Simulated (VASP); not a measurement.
# GW on SnSe2: a test of the settings, part 3 of 3

Aim: test the GW correction to the gap of SnSe2. The starting structure is a measured crystal structure from the Crystallography Open Database. Cell and atoms stay as given.

VASP 6.6.1.

Results so far: G0W0 (response cutoff 100 eV, 4×4×2 mesh) 1.31 eV; G0W0 (response cutoff 160 eV, 4×4×2 mesh) 1.35 eV; G0W0 (response cutoff 240 eV, 4×4×2 mesh) 1.37 eV; GW0 with iterated eigenvalues (response cutoff 160 eV, 4×4×2 mesh) 1.46 eV; G0W0 (response cutoff 100 eV, 5×5×3 mesh) 1.29 eV.

## 7. G0W0 (response cutoff 100 eV, 4×4×2 mesh, 7 empty bands)

Level of this step: G0W0 on LDA; plane waves and PAW (Sn_d_GW, Se_GW) (VASP).

It reads the orbitals and their derivatives (WAVECAR and WAVEDER) of a run with the empty bands, which follows a ground-state run; neither is shown.

INCAR reads:

```
SYSTEM = SnSe2
PREC = Accurate
ENCUT = 300
ISMEAR = 0
SIGMA = 0.01
LREAL = .FALSE.
GGA = CA
NBANDS = 20
ALGO = EVGW0
NELMGW = 1
ENCUTGW = 100
NOMEGA = 40
PRECFOCK = Fast
NBANDSGW = 20
LWAVE = .FALSE.
LCHARG = .FALSE.
```

POSCAR reads:

```
SnSe2
1.0
    3.8108000000      0.0000000000      0.0000000000
   -1.9054000000      3.3002496087      0.0000000000
    0.0000000000      0.0000000000      6.1410000000
Sn Se
1 2
Direct
    0.0000000000      0.0000000000      0.0000000000
    0.6666666667      0.3333333333      0.7508000000
    0.3333333333      0.6666666667      0.2492000000
```

KPOINTS reads:

```
Automatic mesh
0
Gamma
4 4 2
0 0 0
```

PAW data sets: Sn_d_GW and Se_GW (LDA family, release 64).

Command:

```bash
mpirun -np 4 vasp_std
```

Log:

```text
[banner, memory and clock lines left out]
running    4 mpi-ranks, on    1 nodes
[...]
[... a notice as in an earlier step ...]

 LDA part: xc-table for (Slater(with rela. corr.)+CA(PZ))
 , standard interpolation
 found WAVECAR, reading the header
 POSCAR, INCAR and KPOINTS ok, starting setup
[...]
reading WAVECAR
 the WAVECAR file was read successfully
 initial charge from wavefunction
 available memory per node:    192.99 GB, setting MAXMEM to    197617

 The Fermi energy was updated, please check that it is located mid-gap
 values below the HOMO (VB) or above the LUMO (CB) will cause erroneous energies
 E-fermi :   3.6515

 calculate exact exchange contribution
 the WAVEDER file was read successfully
 [... a notice as in an earlier step ...]

energies w=
    0.000    0.000    0.387    0.000    0.772    0.000    1.152    0.000
    1.526    0.000    1.892    0.000    2.251    0.000    2.601    0.000
    2.943    0.000    3.279    0.000    3.609    0.000    3.934    0.000
[...]
total number of BLAS operations         15.28 Gflops
NQ=   4    0.2500    0.2500    0.0000,
|.........|.........|.........|.........|.........|.........|.........|.........
 performed         95000 updates of chi_q(r,r)
 total number of BLAS operations         23.33 Gflops
NQ=   5    0.0000    0.0000    0.5000,
|.........|.........|.........|.........|.........|.........|.........|.........
 performed        107000 updates of chi_q(r,r)
 total number of BLAS operations         26.43 Gflops
NQ=   6    0.2500    0.0000    0.5000,
|.........|.........|.........|.........|.........|.........|.........|.........
 performed        138000 updates of chi_q(r,r)
 total number of BLAS operations         34.04 Gflops
NQ=   7    0.5000    0.0000    0.5000,
|.........|.........|.........|.........|.........|.........|.........|.........
 performed        159000 updates of chi_q(r,r)
 total number of BLAS operations         39.70 Gflops
NQ=   8    0.2500    0.2500    0.5000,
|.........|.........|.........|.........|.........|.........|.........|.........
 performed        190000 updates of chi_q(r,r)
 total number of BLAS operations         47.49 Gflops
 resolving degeneracies of screened two electron integrals

 calculate QP shifts <psi_nk| G(iteration)W_0 |psi_nk>: iteration 1
 entering main loop
```

Run time: 25 s. Hardware: 4 MPI ranks of Intel Xeon Platinum 8375C at 2.90GHz (Ice Lake), shared host; peak memory 0.59 GiB.

From OUTCAR (step 7):

```text
 QP shifts <psi_nk| G(iteration)W_0 |psi_nk>: iteration 1
 for sc-GW calculations column KS-energies equals QP-energies in previous step
 and V_xc(KS)=  KS-energies - (<T + V_ion + V_H > + <T+V_H+V_ion>^1  + <V_x>^1)
 k-point   1 :       0.0000    0.0000    0.0000
  band No.  KS-energies  QP-energies   sigma(KS)   V_xc(KS)     V^pw_x(r,r')   Z            occupation Imag(sigma)
    ...
     10       2.5788       3.3919     -11.3852     -12.4813     -14.6242       0.7418       2.0000       0.1740
     11       2.9096       3.7232     -11.3500     -12.4582     -14.4417       0.7342       2.0000       0.1717
     12       2.9096       3.7232     -11.3500     -12.4582     -14.4417       0.7342       2.0000       0.1717
     13       3.2716       4.1024     -11.4537     -12.5785     -14.7129       0.7386       2.0000       0.1611
     14       4.1604       6.0158      -9.3236     -11.7124      -7.6939       0.7767       0.0000      -0.0827
     15       6.0623       7.9428      -8.0833     -10.4597      -5.7875       0.7914       0.0000      -0.1303
     16       7.8038      10.0062      -8.6231     -11.4335      -6.2723       0.7836       0.0000      -0.1932
     17       7.8038      10.0062      -8.6231     -11.4335      -6.2723       0.7836       0.0000      -0.1932
    ...

[... 1 part as in an earlier step ...]

[... 2 further parts left out ...]
[key lines of the parts left out:]
E-fermi :   3.6515
```

G0W0 (response cutoff 100 eV, 4×4×2 mesh, 7 empty bands): the quasiparticle gap on this mesh is 1.555 eV, +0.796 eV from the LDA gap on the same points, with 20 bands.

## 8. All runs side by side

| run | LDA gap on the mesh (eV) | GW gap (eV) | correction (eV) | bands |
| --- | --- | --- | --- | --- |
| G0W0 (response cutoff 100 eV, 4×4×2 mesh) | 0.76 | 1.313 | 0.554 | 176 |
| G0W0 (response cutoff 160 eV, 4×4×2 mesh) | 0.76 | 1.353 | 0.594 | 356 |
| G0W0 (response cutoff 240 eV, 4×4×2 mesh) | 0.76 | 1.372 | 0.612 | 656 |
| GW0 with iterated eigenvalues (response cutoff 160 eV, 4×4×2 mesh) | 0.76 | 1.457 | 0.698 | 356 |
| G0W0 (response cutoff 100 eV, 5×5×3 mesh) | 0.664 | 1.288 | 0.624 | 176 |
| G0W0 (response cutoff 100 eV, 4×4×2 mesh, 7 empty bands) | 0.76 | 1.555 | 0.796 | 20 |

## 9. Outcome

* gap, G0W0 (response cutoff 100 eV, 4×4×2 mesh): 1.313 eV
* gap, G0W0 (response cutoff 160 eV, 4×4×2 mesh): 1.353 eV
* gap, G0W0 (response cutoff 240 eV, 4×4×2 mesh): 1.372 eV
* gap, GW0 with iterated eigenvalues (response cutoff 160 eV, 4×4×2 mesh): 1.457 eV
* gap, G0W0 (response cutoff 100 eV, 5×5×3 mesh): 1.288 eV
* gap, G0W0 (response cutoff 100 eV, 4×4×2 mesh, 7 empty bands): 1.555 eV

The correction to the LDA gap of SnSe2 is +0.554 eV at a response cutoff of 100 eV, +0.594 eV at a response cutoff of 160 eV, +0.612 eV at a response cutoff of 240 eV. The number of bands rises with the cutoff. On a 5×5×3 mesh in place of 4×4×2 the correction is +0.624 eV against +0.554 eV. The LDA gap lies between other k-points on the two meshes (0.0000 0.0000 0.0000 to 0.0000 0.4000 0.3333 against 0.0000 0.0000 0.0000 to 0.5000 0.0000 0.5000), so the two corrections belong to different transitions. Iterating the eigenvalues in G raises the gap by +0.104 eV. With 7 empty bands alone, a slip made on purpose, the correction is +0.796 eV against +0.554 eV. Errors of the two band edges can cancel in a gap, so a value close to the better runs would prove nothing. VASP warns in its log that the frequency grid doesn't suit these quasiparticle energies and asks for more k-points, so these gaps are no firm results. Spin-orbit coupling is left out, which with elements this heavy can change the gap by tenths of an eV or more. From a response cutoff of 160 to 240 eV the correction still moves by +0.018 eV, so cutoff and bands aren't shown to be converged. The LDA gap along the bands, from another run on this structure, is 0.590 eV. On the 4×4×2 mesh it is 0.760 eV, so this mesh misses the band edges. On the 5×5×3 mesh it is 0.664 eV, so this mesh misses the band edges. Further runs on this material are not shown.

[Lines on the potential files, build, host, timing and source positions are cut from VASP's logs without a mark.]

[Logs are printed without paths, hosts, clocks, repeated set-up lines and the standing remarks that a program may print on its own settings, such as how far it seeks lower states.]

[Hosts, paths, dates, database ids (printed as entryN), source tags and the programs' standing remarks are cut or masked in the printed files.]
